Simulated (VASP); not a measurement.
# Si48H16CF4 in VASP: a series of runs, part 2 of 2

VASP 6.6.1. The steps go on from the part before.

### 3 Single point, LDA

INCAR

```
SYSTEM = Si48H16CF4
  PREC = Accurate
  ENCUT = 400
  EDIFF = 1E-6
  ISMEAR = 0
  SIGMA = 0.05
  LREAL = Auto
  LASPH = .True.
  NELM = 100
  ALGO = Normal
  ISIF = 2
  LWAVE = .False.
  LCHARG = .False.
  GGA = CA
  NBANDS = 160
  ISYM = 0
  NCORE = 4
```

KPOINTS

```
Automatic mesh
0
Gamma
  1 1 1
  0 0 0
```

POSCAR is that of step 2.

Potentials or basis: VASP PAW LDA potentials, release 64 (Si, H, C, F).

Started as:

```console
> cat potpaw_LDA.64/Si/POTCAR potpaw_LDA.64/H/POTCAR potpaw_LDA.64/C/POTCAR potpaw_LDA.64/F/POTCAR > POTCAR
> mpirun -np 8 vasp_gam > vasp.out
```

OUTCAR:

```text
SYSTEM = Si48H16CF4
   PREC = Accurate
   ENCUT = 400
   EDIFF = 1E-6
   ISMEAR = 0
   LREAL = Auto
   LASPH = .True.
   NELM = 100
   ISIF = 2
   GGA = CA
   ISYM = 0

 ion  position               nearest neighbor table
   1  0.686  0.314  0.409-   9 2.34  15 2.34   8 2.35  24 3.13  20 3.13
   2  0.815  0.681  0.410-  16 2.33  10 2.34   5 2.34  24 3.09
   3  0.049  0.952  0.428-  69 1.63  11 2.35  10 2.35   6 2.41
   4  0.319  0.186  0.410-  12 2.33   7 2.34  11 2.34  20 3.09
   5  0.963  0.539  0.440-   2 2.34   9 2.38  13 2.39
   6  0.205  0.795  0.426-  65 1.96  13 2.35  14 2.35   3 2.41
   7  0.461  0.037  0.439-   4 2.34  15 2.37  14 2.38
   8  0.540  0.460  0.439-   1 2.35  12 2.37  16 2.37
   9  0.875  0.390  0.377-   1 2.34  17 2.37  24 2.37   5 2.38
  10  0.882  0.872  0.376-   2 2.34   3 2.35  23 2.37  18 2.38
  11  0.128  0.118  0.376-   4 2.34   3 2.35  17 2.37  19 2.38
  12  0.388  0.377  0.378-   4 2.33   8 2.37  21 2.37  20 2.38
  13  0.113  0.628  0.378-  18 2.34   6 2.35  21 2.37   5 2.39
  14  0.372  0.887  0.378-  19 2.34   6 2.35  22 2.37   7 2.38
  15  0.610  0.125  0.377-   1 2.34  23 2.37  20 2.37   7 2.37
  16  0.623  0.612  0.378-   2 2.33   8 2.37  22 2.37  24 2.38
  17  0.999  0.253  0.324-  11 2.37   9 2.37  29 2.37  25 2.37
  18  0.004  0.750  0.313-  27 2.32  26 2.33  13 2.34  10 2.38
  19  0.250  0.996  0.313-  27 2.32  28 2.33  14 2.34  11 2.38
  20  0.498  0.251  0.313-  28 2.33  32 2.33  15 2.37  12 2.38   4 3.09   1 3.13
  21  0.249  0.501  0.325-  13 2.37  12 2.37  30 2.38  29 2.38
  22  0.499  0.751  0.325-  14 2.37  16 2.37  30 2.38  31 2.38
  23  0.748  0.001  0.324-  10 2.37  15 2.37  31 2.37  25 2.37
  24  0.749  0.502  0.313-  26 2.33  32 2.33   9 2.37  16 2.38   2 3.09   1 3.13
  25  0.873  0.127  0.264-  23 2.37  17 2.37  33 2.38  35 2.38
  26  0.877  0.625  0.257-  24 2.33  18 2.33  37 2.33  34 2.33
  27  0.124  0.876  0.256-  18 2.32  19 2.32  38 2.33  35 2.33
  28  0.375  0.123  0.257-  20 2.33  19 2.33  39 2.33  36 2.33
  29  0.126  0.375  0.264-  17 2.37  36 2.38  37 2.38  21 2.38
  30  0.373  0.627  0.265-  38 2.38  21 2.38  22 2.38  40 2.38
[... 32 lines left out ...]
  63  0.702  0.548  0.107-  48 1.49
  64  0.548  0.702  0.107-  48 1.49
  65  0.244  0.755  0.505-  68 1.37  67 1.37  66 1.38   6 1.96
  66  0.328  0.660  0.509-  65 1.38
  67  0.295  0.852  0.534-  65 1.37
  68  0.143  0.719  0.536-  65 1.37
  69  0.010  0.991  0.492-   3 1.63

IMPORTANT INFORMATION: All symmetrisations will be switched off!
NOSYMM: (Re-)initialisation of all symmetry stuff for point group C_1.

----------------------------------------------------------------------------------------

                                     Primitive cell

  volume of cell :    2764.0655

  direct lattice vectors                    reciprocal lattice vectors
     7.680593857  7.680593857  0.000000000     0.065099133  0.065099133  0.000000000
    -7.680593857  7.680593857  0.000000000    -0.065099133  0.065099133  0.000000000
     0.000000000  0.000000000 23.427650000     0.000000000  0.000000000  0.042684606

  length of vectors
    10.862000000 10.862000000 23.427650000     0.092064077  0.092064077  0.042684606

  position of ions in fractional coordinates (direct lattice)
     0.686435049  0.313806193  0.409372256
     0.814604404  0.681283295  0.410077460
     0.048646738  0.951554850  0.427638966
     0.318787221  0.185553404  0.410011555
     0.962957448  0.538906026  0.439607650
     0.205407882  0.794728860  0.425755650
[... 61 lines left out ...]
     0.142534722  0.718879824  0.535795282
     0.009555852  0.990880701  0.492494244

[... 102 lines left out ...]
   number of dos      NEDOS =    301   number of ions     NIONS =     69
   total plane-waves  NPLWV = 829440
   dimension x,y,z NGX =    72 NGY =   72 NGZ =  160
   dimension x,y,z NGXF=   144 NGYF=  144 NGZF=  320
   ions per type =              48  16   1   4
   NGX,Y,Z   is equivalent  to a cutoff of  11.02, 11.02, 11.35 a.u.
   NGXF,Y,Z  is equivalent  to a cutoff of  22.04, 22.04, 22.71 a.u.
 SYSTEM =  Si48H16CF4
   PREC   = accura    normal or accurate (medium, high low for compatibility)
   ISTART =      0    job   : 0-new  1-cont  2-samecut
   ICHARG =      2    charge: 1-file 2-atom 10-const
   ISPIN  =      1    spin polarized calculation?
   LNONCOLLINEAR =      F non collinear calculations
   LSORBIT =      F    spin-orbit coupling
   LASPH  =      T    aspherical Exc in radial PAW
   ENCUT  =  400.0 eV  29.40 Ry    5.42 a.u.  17.71 17.71 38.20*2*pi/ulx,y,z
   NELM   =    100;   NELMIN=  2; NELMDL= -5     # of ELM steps
   EDIFF  = 0.1E-05   stopping-criterion for ELM
   LREAL  =      T    real-space projection
   EDIFFG = 0.1E-04   stopping-criterion for IOM
   NSW    =      0    number of steps for IOM
   IBRION =     -1    ionic relax: 0-MD 1-quasi-New 2-CG
   NFREE  =      0    steps in history (QN), initial steepest desc. (CG)
   ISIF   =      2    stress and relaxation
   ISYM   =      0    0-nonsym 1-usesym 2-fastsym
   POTIM  = 0.5000    time-step for ionic-motion
   TEBEG  =    0.0;   TEEND  =   0.0 temperature during run
   PSTRESS=    0.0 pullay stress
   NELECT =     240.0000    total number of electrons
   NUPDOWN=      -1.0000    fix difference up-down
   EMIN   =  10.00;   EMAX   =-10.00  energy-range for DOS
   EFERMI =   0.00;   METHOD = LEGACY
   ISMEAR =     0;   SIGMA  =   0.05  broadening in eV -4-tet -1-fermi 0-gaus
   EFERMI_NEDOS =   21; number of points for ismear=-14 and -15
   IALGO  =     38    algorithm
   IMIX   =      4    mixing-type and parameters
     AMIX     =   0.40;   BMIX     =  1.00
     AMIX_MAG =   1.60;   BMIX_MAG =  1.00
  volume/ion in A,a.u.               =      40.06       270.33
  Fermi-wavevector in a.u.,A,eV,Ry     =   0.724930  1.369918  7.150173  0.525523
  Thomas-Fermi vector in A             =   1.815523
   LORBIT       =      0    0 simple, 1 ext, 2 COOP (PROOUT), +10 PAW based schemes
   GGA     = CA    functional components
   LHFCALC =     F    Hartree Fock is set to
   AEXX    =    0.0000 exact exchange contribution
   IVDW    =     0    specifies the selected vdW correction
   LEPSILON=     F    determine dielectric tensor
   LRPA    =     F    only Hartree local field effects (RPA)
 non-spin polarized calculation
 Gauss-broadening in eV      SIGMA  =   0.05
  energy-cutoff  :      400.00
  volume of cell :     2764.07
 maximum number of plane-waves:     25105
 NGX is ok and might be reduce to    70
   NGX = 35   NGY = 35   NGZ = 77

 number of electron     239.9999962 magnetization

 Free energy of the ion-electron system (eV)
  ---------------------------------------------------
  ext. energy  EPLUGINS =         0.00000000
  ---------------------------------------------------
  free energy    TOTEN  =      -356.22383068 eV

  energy without entropy =     -356.22383068  energy(sigma->0) =     -356.22383068

 E-fermi :  -1.1656     XC(G=0):  -4.3687

 val. band max:       -1.3821124259   @ k =   0.0000   0.0000   0.0000
 cond. band min:      -0.9497318540   @ k =   0.0000   0.0000   0.0000
 fundamental gap:      0.4323805718
 Fermi energy:        -1.1656369313

 k-point     1 :       0.0000    0.0000    0.0000
  band No.  band energies     occupation
      1     -28.6459      2.00000
      2     -26.4341      2.00000
      3     -26.4284      2.00000
      4     -25.5757      2.00000
      5     -13.5269      2.00000
      6     -12.8477      2.00000
[... 124 lines left out ...]
    131       0.7153      0.00000
    132       0.7355      0.00000
 [bands above 132 left out]

------------------------ aborting loop because EDIFF is reached ----------------------------------------

  FORCE on cell =-STRESS in cart. coord.  units (eV):
  Direction    XX          YY          ZZ          XY          YZ          ZX
  --------------------------------------------------------------------------------------
  -------------------------------------------------------------------------------------
  Total        2.3647206    -10.7380904    -17.8115259      0.0056248     -0.0647645      0.7209696
  in kB        1.3706990     -6.2242827    -10.3243659      0.0032604     -0.0375404      0.4179066
  external PRESSURE =      -5.0593165 kB  Pullay stress =       0.0000000 kB

 VOLUME and BASIS-vectors are now :
 -----------------------------------------------------------------------------
  energy-cutoff  :      400.00
  volume of cell :     2764.07
      direct lattice vectors                 reciprocal lattice vectors
     7.680593857  7.680593857  0.000000000     0.065099133  0.065099133  0.000000000
    -7.680593857  7.680593857  0.000000000    -0.065099133  0.065099133  0.000000000
     0.000000000  0.000000000 23.427650000     0.000000000  0.000000000  0.042684606

 POSITION                                       TOTAL-FORCE (eV/Angst)
 -----------------------------------------------------------------------------------
      2.86201      7.68245      9.59063        -0.184195      0.001195     -0.218175
      1.02399     11.48931      9.60715         0.194353     -0.014126     -0.252422
     -6.93487      7.68214     10.01858        -0.127202     -0.000102      0.362455
      1.02331      3.87364      9.60561         0.193701      0.014988     -0.252967
      3.25697     11.53520     10.29897        -0.157740      0.020842     -0.219611
     -4.52634      7.68164      9.97445         0.017966     -0.001504      0.175911
[... 61 lines left out ...]
     -4.42667      6.61618     12.55242         0.329890      0.644785     -0.438647
     -7.53716      7.68395     11.53798         0.234718     -0.002154     -0.551202
 -----------------------------------------------------------------------------------
    total drift:                               -0.003745     -0.001092     -0.038533

  FREE ENERGIE OF THE ION-ELECTRON SYSTEM (eV)
  ---------------------------------------------------
  free  energy   TOTEN  =      -356.2238306824 eV

  energy  without entropy=     -356.2238306819  energy(sigma->0) =     -356.22383068
```

Wall time 52 s (8 MPI ranks of AMD EPYC 9R45 (Zen 5), shared host); peak memory 0.27 GiB.

Results:

```
Free energy            : -356.2238 eV
Largest force          : 0.849 eV/Å
Band gap on the k mesh : 0.43 eV, direct
```

Forces in eV/Å, atoms in the order of the input:
```
Si  -0.184  0.001 -0.218
Si   0.194 -0.014 -0.252
Si  -0.127  0.000  0.362
Si   0.194  0.015 -0.253
Si  -0.158  0.021 -0.220
Si   0.018 -0.002  0.176
Si  -0.157 -0.023 -0.218
Si   0.136  0.000 -0.246
Si  -0.121 -0.010  0.032
Si   0.103 -0.037  0.022
Si   0.103  0.036  0.023
Si   0.124 -0.020  0.023
Si  -0.078 -0.035  0.038
Si  -0.078  0.035  0.039
Si  -0.121  0.010  0.032
Si   0.125  0.020  0.023
Si   0.008 -0.004 -0.004
Si  -0.029 -0.038  0.085
Si  -0.029  0.038  0.085
Si  -0.002 -0.014  0.171
Si   0.003  0.010 -0.005
Si   0.003 -0.010 -0.004
Si   0.008  0.004 -0.005
Si  -0.002  0.013  0.171
Si   0.003  0.000 -0.008
Si   0.004  0.001 -0.009
Si   0.024  0.000 -0.017
Si   0.004 -0.001 -0.009
Si   0.003 -0.004 -0.005
Si   0.002  0.000 -0.009
Si   0.003  0.004 -0.005
Si   0.013  0.000 -0.011
Si   0.002  0.000 -0.047
Si   0.006  0.002 -0.050
Si   0.006  0.000 -0.052
Si   0.007 -0.002 -0.050
Si  -0.011  0.002 -0.048
Si  -0.006  0.000 -0.045
Si  -0.010 -0.003 -0.048
Si   0.011  0.000 -0.043
Si   0.248  0.024  0.227
Si  -0.328 -0.014  0.175
Si  -0.329  0.016  0.174
Si  -0.298 -0.010  0.205
Si   0.294  0.011  0.148
Si   0.293 -0.010  0.149
Si   0.247 -0.022  0.227
Si  -0.300  0.011  0.203
H   -0.124 -0.019 -0.029
H    0.109  0.021  0.042
H   -0.102  0.028  0.056
H    0.134 -0.019 -0.044
H   -0.102 -0.027  0.056
H    0.134  0.019 -0.044
H   -0.103  0.029  0.053
H    0.141 -0.041 -0.034
H   -0.141  0.011 -0.041
H    0.112 -0.012  0.038
H   -0.141 -0.011 -0.040
H    0.112  0.012  0.039
H   -0.124  0.020 -0.029
H    0.109 -0.020  0.042
H   -0.103 -0.030  0.053
H    0.141  0.042 -0.034
C    0.145 -0.002  0.449
F   -0.816  0.056 -0.036
F    0.235 -0.702 -0.415
F    0.330  0.645 -0.439
F    0.235 -0.002 -0.551
```

Caveat: the cutoff is under 1.25 times the usual one of these potentials, so pressure, stress and relaxed cells hold a basis-set (Pulay) error.

### 4 Single point, PBEsol

Changes to INCAR since step 3:

```diff
@@ -13,3 +13,3 @@
   LCHARG = .False.
-  GGA = CA
+  GGA = PS
   NBANDS = 160
```

KPOINTS is that of step 3.

POSCAR is that of step 3.

Potentials or basis: VASP PAW PBE potentials, release 64 (Si, H, C, F).

Started as:

```console
> cat potpaw_PBE.64/Si/POTCAR potpaw_PBE.64/H/POTCAR potpaw_PBE.64/C/POTCAR potpaw_PBE.64/F/POTCAR > POTCAR
> mpirun -np 8 vasp_gam > vasp.out
```

Run time: 62 s. Hardware: 8 MPI ranks of AMD EPYC 9R45 (Zen 5), shared host; peak memory 0.33 GiB.

Results (log left out):

| Item | Value |
| --- | --- |
| Free energy | -342.3510 eV |
| Largest force | 0.395 eV/Å |
| Band gap on the k mesh | 0.44 eV, direct |

Forces in eV/Å, atoms in the order of the input:
```
Si  -0.168  0.001 -0.186
Si   0.188 -0.017 -0.216
Si  -0.045  0.000  0.178
Si   0.187  0.018 -0.217
Si  -0.089  0.001 -0.054
Si  -0.005  0.000  0.084
Si  -0.089 -0.001 -0.054
Si   0.101  0.000 -0.072
Si  -0.071  0.023  0.063
Si   0.036 -0.031  0.032
Si   0.036  0.031  0.033
Si   0.069  0.011  0.049
Si  -0.044 -0.060  0.043
Si  -0.043  0.060  0.043
Si  -0.070 -0.022  0.063
Si   0.069 -0.011  0.050
Si   0.004 -0.006  0.010
Si  -0.026 -0.041  0.096
Si  -0.026  0.041  0.097
Si  -0.006 -0.012  0.183
Si   0.003  0.005  0.008
Si   0.003 -0.005  0.008
Si   0.004  0.006  0.010
Si  -0.005  0.011  0.183
Si   0.006  0.000  0.000
Si   0.006  0.005 -0.010
Si   0.014  0.000 -0.028
Si   0.006 -0.005 -0.009
Si   0.005  0.000  0.000
Si   0.002  0.000  0.001
Si   0.005  0.000  0.000
Si   0.008  0.000 -0.011
Si   0.019  0.000 -0.036
Si  -0.013  0.000 -0.040
Si  -0.020  0.000 -0.042
Si  -0.013  0.000 -0.041
Si   0.012  0.000 -0.039
Si   0.017  0.000 -0.036
Si   0.012  0.000 -0.039
Si  -0.017  0.000 -0.036
Si   0.247  0.026  0.128
Si  -0.323 -0.013  0.075
Si  -0.324  0.015  0.073
Si  -0.294 -0.009  0.105
Si   0.290  0.009  0.047
Si   0.289 -0.008  0.048
Si   0.246 -0.025  0.128
Si  -0.296  0.010  0.103
H   -0.139 -0.020 -0.064
H    0.123  0.021  0.009
H   -0.117  0.028  0.023
H    0.148 -0.019 -0.079
H   -0.117 -0.027  0.023
H    0.148  0.019 -0.079
H   -0.118  0.030  0.021
H    0.155 -0.041 -0.069
H   -0.155  0.011 -0.075
H    0.126 -0.012  0.006
H   -0.155 -0.011 -0.075
H    0.126  0.012  0.006
H   -0.139  0.020 -0.064
H    0.123 -0.020  0.009
H   -0.118 -0.030  0.021
H    0.155  0.042 -0.069
C    0.100 -0.001  0.275
F   -0.394  0.027 -0.010
F    0.107 -0.328 -0.182
F    0.154  0.295 -0.195
F    0.085 -0.001 -0.206
```

Levels at points of the mesh, in eV from the valence-band top:
| k point | band 118 | band 119 | band 120 | band 121 | band 122 | band 123 |
| --- | --- | --- | --- | --- | --- | --- |
| (0.00, 0.00, 0.00) | -0.27 | -0.11 | 0.00 | 0.44 | 1.08 | 1.13 |

Caveat: the cutoff is under 1.25 times the usual one of these potentials, so pressure, stress and relaxed cells hold a basis-set (Pulay) error; the PAW data sets were made with another functional, which shifts forces and pressure a little. As with any semilocal functional, this PBEsol gap is likely too small.

### 5 The runs side by side

```tsv
level	potentials or basis	gap on the mesh (eV)	largest force (eV/Å)
rev-vdW-DF2	VASP PAW PBE potentials, release 64 (Si, H, C, F)	0.49	0.37
LDA	VASP PAW LDA potentials, release 64 (Si, H, C, F)	0.43	0.85
PBEsol	VASP PAW PBE potentials, release 64 (Si, H, C, F)	0.44	0.39
```

Alike in all rows: task single point; no spin polarisation; cell as given; k mesh 1 × 1 × 1; cutoff (eV) 400; smearing gaussian 0.05 eV.

Caveats: the cutoff is under 1.25 times the usual one of these potentials, so pressure, stress and relaxed cells hold a basis-set (Pulay) error; the PAW data sets were made with another functional, which shifts forces and pressure a little (some runs).

Absolute energies hang on the potentials; compare differences alone.
